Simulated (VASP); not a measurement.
Output of a VASP run:

**OSZICAR**
```
       N       E                     dE             d eps       ncg     rms          rms(c)
DAV:   1     0.858514562911E+03    0.85851E+03   -0.22153E+04   560   0.200E+03
DAV:   2     0.486255407628E+02   -0.80989E+03   -0.79992E+03   736   0.775E+02
DAV:   3    -0.372634098234E+02   -0.85889E+02   -0.83039E+02   984   0.308E+02
DAV:   4    -0.434085194632E+02   -0.61451E+01   -0.58027E+01   888   0.653E+01
DAV:   5    -0.437199319626E+02   -0.31141E+00   -0.30878E+00   924   0.151E+01    0.225E+01
DAV:   6    -0.385633737206E+02    0.51566E+01   -0.13988E+02   808   0.151E+02    0.142E+01
DAV:   7    -0.329877787573E+02    0.55756E+01   -0.31749E+01   688   0.613E+01    0.400E+00
DAV:   8    -0.330565029531E+02   -0.68724E-01   -0.42933E+00   920   0.171E+01    0.220E+00
DAV:   9    -0.330820746130E+02   -0.25572E-01   -0.12896E+00   876   0.180E+01    0.203E+00
DAV:  10    -0.330379819748E+02    0.44093E-01   -0.92665E-01   840   0.155E+01    0.148E+00
DAV:  11    -0.330105864302E+02    0.27396E-01   -0.23272E-01   864   0.843E+00    0.262E-01
DAV:  12    -0.330117989928E+02   -0.12126E-02   -0.23755E-02   952   0.165E+00    0.794E-02
DAV:  13    -0.330120124861E+02   -0.21349E-03   -0.45353E-03  1024   0.557E-01    0.647E-02
DAV:  14    -0.330119320146E+02    0.80471E-04   -0.13254E-03   896   0.370E-01    0.195E-02
DAV:  15    -0.330119255366E+02    0.64781E-05   -0.10383E-04   840   0.879E-02    0.734E-03
DAV:  16    -0.330119251855E+02    0.35107E-06   -0.26285E-05   808   0.516E-02    0.491E-03
DAV:  17    -0.330119248040E+02    0.38153E-06   -0.19305E-06   480   0.199E-02
   1 F= -.33011925E+02 E0= -.33006364E+02  d E =-.111208E-01
```

### OUTCAR
```
------------------------ aborting loop because EDIFF is reached ----------------------------------------
  FORCE on cell =-STRESS in cart. coord.  units (eV):
  Direction    XX          YY          ZZ          XY          YZ          ZX
  --------------------------------------------------------------------------------------
  Total       -2.1658247     -2.1658247     -2.1658247      0.0000000      0.0000000     -0.0000000
  in kB      -36.8417099    -36.8417099    -36.8417099      0.0000000      0.0000000     -0.0000000
  external PRESSURE =     -36.8417099 kB  Pullay stress =       0.0000000 kB
  volume of cell :       94.19
      direct lattice vectors                 reciprocal lattice vectors
     4.549860000  0.000000000  0.000000000     0.219786982  0.000000000  0.000000000
     0.000000000  4.549860000  0.000000000     0.000000000  0.219786982  0.000000000
     0.000000000  0.000000000  4.549860000     0.000000000  0.000000000  0.219786982
 POSITION                                       TOTAL-FORCE (eV/Angst)
 -----------------------------------------------------------------------------------
      0.00000      0.00000      0.00000         0.000000      0.000000      0.000000
      2.27493      2.27493      2.27493         0.000000      0.000000      0.000000
      0.00000      2.27493      2.27493         0.000000      0.000000      0.000000
      2.27493      2.27493      0.00000         0.000000      0.000000      0.000000
      2.27493      0.00000      2.27493         0.000000      0.000000      0.000000
 -----------------------------------------------------------------------------------
    total drift:                                0.000000      0.000000      0.000000
  FREE ENERGIE OF THE ION-ELECTRON SYSTEM (eV)
  ---------------------------------------------------
  free  energy   TOTEN  =       -33.0119248040 eV

  energy  without entropy=      -33.0008039696  energy(sigma->0) =      -33.00636439
```
(Selected blocks of OUTCAR.)

### POSCAR
```
Sc3CuC
1
    4.5498600000     0.0000000000     0.0000000000
    0.0000000000     4.5498600000     0.0000000000
    0.0000000000     0.0000000000     4.5498600000
Cu C Sc
1 1 3
Direct
  0.0000000000   0.0000000000   0.0000000000
  0.5000000000   0.5000000000   0.5000000000
  0.0000000000   0.5000000000   0.5000000000
  0.5000000000   0.5000000000   0.0000000000
  0.5000000000   0.0000000000   0.5000000000
```

**Question.** Write an INCAR and KPOINTS that could have produced this output.

**Answer.** One answer among several that fit: the input of the run itself, PBE GGA, plane waves, VASP's PBE PAW potentials (set 64).

INCAR:
```
! general
SYSTEM   =  Sc3CuC
PREC     =  Accurate
ENCUT    =  520
LREAL    =  .FALSE.
LASPH    =  .TRUE.

! electronic loop
EDIFF    =  1E-6
NELM     =  100
ALGO     =  Normal
LMAXMIX  =  4

! smearing
ISMEAR   =  0
SIGMA    =  0.05

! functional
GGA      =  PE

! ions
ISIF     =  2

! output
LWAVE    =  .FALSE.
LCHARG   =  .FALSE.
```

### KPOINTS
```
kpoints
0
gamma
  5 5 5
```

POTCAR, in this order: Cu C Sc_sv (PBE.64 set). Program: vasp_std.

The structure was generated: Sc3CuC was put into the cubic-perovskite type (Pm-3m), which need not be its known phase. The cell was not relaxed at this level.
